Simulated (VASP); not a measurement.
An input for Ansatz (written as the equivalent of a VASP run, and not itself run):

Ansatz 0.2 input:
```yaml
crystal:
  lattice:
    - [4.4851655, 0.0000000, 0.0000000]
    - [0.0000000, 4.4851655, 0.0000000]
    - [0.0000000, 0.0000000, 2.9959975]
  atoms:
    - { symbol: Mg, position: [0.0000000, 0.0000000, 0.0000000] }
    - { symbol: Mg, position: [0.5000000, 0.5000000, 0.5000000] }
    - { symbol: H, position: [0.3043044, 0.3043044, 0.0000000] }
    - { symbol: H, position: [0.8043044, 0.1956956, 0.5000000] }
    - { symbol: H, position: [0.1956956, 0.8043044, 0.5000000] }
    - { symbol: H, position: [0.6956956, 0.6956956, 0.0000000] }
kpoints:
  mp_grid: { grid: [5, 5, 7] }
hamiltonian:
  xc: r2scan
  dispersion: rvv10
  pseudopotentials: { kind: paw }
scf:
  occupations: { method: gaussian, width: 0.05 }
  max_iter: 100
relax:
  max_steps: 60
  f_tol: 0.02
  cell: {}
output: { forces: true, stress: true, eigenvalues: true }
```

Problem. Write the VASP files for the same calculation (r2SCAN+rVV10).

Solution. One answer among several that fit: 
### KPOINTS
```
K-points
0
Gamma
  5 5 7
```

**POSCAR**
```
MgH2
1
    4.4851654907     0.0000000000     0.0000000000
   -0.0000000000     4.4851654907     0.0000000000
    0.0000000000     0.0000000000     2.9959975163
Mg H
2 4
Direct
  0.0000000000   0.0000000000   0.0000000000
  0.5000000000   0.5000000000   0.5000000000
  0.3043043859   0.3043043859   0.0000000000
  0.8043043859   0.1956956141   0.5000000000
  0.1956956141   0.8043043859   0.5000000000
  0.6956956141   0.6956956141   0.0000000000
```

**INCAR**
```
# general
SYSTEM   = MgH2
PREC     = Accurate
ENCUT    = 520
LREAL    = F   # projection in real space or not
LASPH    = T   # aspherical one-centre terms

# electronic loop
EDIFF    = 1E-6
NELM     = 100
ALGO     = Normal   # blocked Davidson
LMIXTAU  = T

# smearing
ISMEAR   = 0
SIGMA    = 0.05   # width (eV)

# functional
METAGGA  = R2SCAN
LUSE_VDW = T
BPARAM   = 11.95
CPARAM   = 0.0093

# ions
IBRION   = 2
NSW      = 60
ISIF     = 3   # ions, shape and volume
EDIFFG   = -0.02   # ionic stop

# output
LWAVE    = F
LCHARG   = F
```

POTCAR, in this order: Mg H (PBE.64 set). Program: vasp_std.

The two are equivalent in intent, not identical: each code has its own PAW files, so the cut-off isn't converted (ENCUT is set for VASP's; basis.ecutwfc is left out, and Ansatz then takes the one that its files recommend); Ansatz stops its SCF on the density residual and VASP on the energy change (EDIFF).

The compound is MgH2 in the rutile structure. This run relaxes it. Symmetry was kept, so distortions that lower it aren't found. The start is the result of an earlier pass.
